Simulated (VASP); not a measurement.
Calculation: PBE GGA with D3 dispersion (zero damping), VASP's PBE PAW potentials (set 64) (plane waves; VASP).

VASP input:

### KPOINTS
```
Automatic mesh
0
Gamma
13 13 8
0 0 0
```

File POSCAR:
```
Gd
1
    1.7894283386    -3.0993805924    -0.0000000000
    1.7894283386     3.0993805924    -0.0000000000
    0.0000000000     0.0000000000     5.6097097904
Gd
2
Direct
  0.3333330000   0.6666670000   0.2500000000
  0.6666670000   0.3333330000   0.7500000000
```

INCAR:
```
SYSTEM = Gd
PREC = Accurate; ENCUT = 520; LREAL = F
LASPH = T
EDIFF = 1E-7; NELM = 100; ALGO = Normal
LMAXMIX = 6
ISMEAR = -5
GGA = PE; IVDW = 11
ISIF = 2
LWAVE = F; LCHARG = T; LORBIT = 11
NEDOS = 601
```

POTCAR, in this order: Gd_3 (PBE.64 set). Program: vasp_std.

What VASP printed:

**OSZICAR**
```
       N       E                     dE             d eps       ncg     rms          rms(c)
DAV:   1     0.408430058464E+02    0.40843E+02   -0.89044E+03  2730   0.123E+03
DAV:   2    -0.730656031549E+01   -0.48150E+02   -0.47074E+02  3065   0.242E+02
DAV:   3    -0.908640826704E+01   -0.17798E+01   -0.16808E+01  3629   0.280E+01
DAV:   4    -0.912465032275E+01   -0.38242E-01   -0.37648E-01  3238   0.386E+00
DAV:   5    -0.912561119846E+01   -0.96088E-03   -0.95481E-03  4028   0.497E-01    0.235E+01
DAV:   6    -0.912882460567E+01   -0.32134E-02   -0.20403E-02  2990   0.117E+00    0.140E+01
DAV:   7    -0.913853224139E+01   -0.97076E-02   -0.36747E-02  2885   0.157E+00    0.216E-01
DAV:   8    -0.913821440486E+01    0.31784E-03   -0.21249E-03  3135   0.348E-01    0.604E-02
DAV:   9    -0.913821892711E+01   -0.45222E-05   -0.21134E-04  3510   0.108E-01    0.340E-02
DAV:  10    -0.913821338073E+01    0.55464E-05   -0.29199E-05  3147   0.388E-02    0.377E-02
DAV:  11    -0.913821460003E+01   -0.12193E-05   -0.45843E-06  3090   0.155E-02    0.281E-03
DAV:  12    -0.913821475641E+01   -0.15638E-06   -0.27882E-07  3142   0.367E-03    0.346E-03
DAV:  13    -0.913821472367E+01    0.32744E-07   -0.17465E-08  1685   0.111E-03
   1 F= -.99172490E+01 E0= -.99172490E+01  d E =0.000000E+00
```

OUTCAR:
```
------------------------ aborting loop because EDIFF is reached ----------------------------------------
 Edisp (eV)   -0.77903
  FORCE on cell =-STRESS in cart. coord.  units (eV):
  Direction    XX          YY          ZZ          XY          YZ          ZX
  --------------------------------------------------------------------------------------
  Total      -0.08417    -0.08417     0.03305     0.00000     0.00000     0.00000
  in kB      -2.16732    -2.16732     0.85087     0.00000     0.00000     0.00000
  external pressure =       -1.16 kB  Pullay stress =        0.00 kB
  volume of cell :       62.22
      direct lattice vectors                 reciprocal lattice vectors
     1.789428339 -3.099380592  0.000000000     0.279418845 -0.161322556  0.000000000
     1.789428339  3.099380592  0.000000000     0.279418845  0.161322556  0.000000000
     0.000000000  0.000000000  5.609709790     0.000000000  0.000000000  0.178262341
 POSITION                                       TOTAL-FORCE (eV/Angst)
 -----------------------------------------------------------------------------------
      1.78943      1.03313      1.40243         0.000000     -0.000000      0.000000
      1.78943     -1.03313      4.20728        -0.000000      0.000000      0.000000
 -----------------------------------------------------------------------------------
    total drift:                               -0.000003      0.000110     -0.000011
  FREE ENERGIE OF THE ION-ELECTRON SYSTEM (eV)
  ---------------------------------------------------
  free  energy   TOTEN  =        -9.9172489664 eV

  energy  without entropy=       -9.9172489664  energy(sigma->0) =       -9.91724897

 total charge

# of ion       s       p       d       tot
------------------------------------------
    1        0.366   6.250   1.177   7.792
    2        0.366   6.250   1.177   7.792
--------------------------------------------------
tot          0.731  12.499   2.353  15.584
```
(Selected blocks of OUTCAR.)

OUTCAR:
```
 val. band max:        3.6073380249   @ k =   0.3077   0.0000   0.5000

 cond. band min:       3.5246593822   @ k =   0.4615   0.0769   0.5000


 Fermi energy:         3.5537366320

 k-point     1 :       0.0000    0.0000    0.0000
  band No.  band energies     occupation
      1     -18.7461      2.00000
      2     -17.9770      2.00000
      3     -17.9770      2.00000
      4     -17.8329      2.00000
      5     -17.8329      2.00000
      6     -17.7735      2.00000
      7      -1.2723      2.00000
      8       1.3576      2.00000
      9       5.2395      0.00000
     10       5.2395      0.00000
     11       5.2921      0.00000
     12       5.6162      0.00000
     13       5.9835      0.00000

 k-point     2 :       0.0769   -0.0000    0.0000
  band No.  band energies     occupation
      1     -18.7292      2.00000
      2     -18.0129      2.00000
      3     -17.9892      2.00000
      4     -17.8711      2.00000
      5     -17.8372      2.00000
      6     -17.7816      2.00000
      7      -1.1202      2.00000
      8       1.5019      2.00000
      9       4.8711      0.00000
     10       5.0415      0.00000
     11       5.3834      0.00000
     12       5.8049      0.00000
     13       5.9070      0.00000

 k-point     3 :       0.1538    0.0000    0.0000
  band No.  band energies     occupation
      1     -18.6805      2.00000
      2     -18.1122      2.00000
      3     -18.0218      2.00000
      4     -17.9738      2.00000
      5     -17.8501      2.00000
      6     -17.8059      2.00000
      7      -0.6877      2.00000
      8       1.8866      2.00000
      9       4.3181      0.00000
     10       4.4291      0.00000
     11       5.4290      0.00000
     12       5.8087      0.00000
     13       5.9941      0.00000

 k-point     4 :       0.2308    0.0000    0.0000
  band No.  band energies     occupation
      1     -18.6055      2.00000
      2     -18.2519      2.00000
      3     -18.1115      2.00000
...
```

The 4f electrons are frozen in the core of the lanthanide potential, so 4f levels, which can set the real gap, and their magnetism are missing. For a metal the tetrahedron method with Blöchl corrections gives inexact stress and forces.

The compound is Gd in the hcp structure. It was relaxed first, which changed the volume by -6 %.
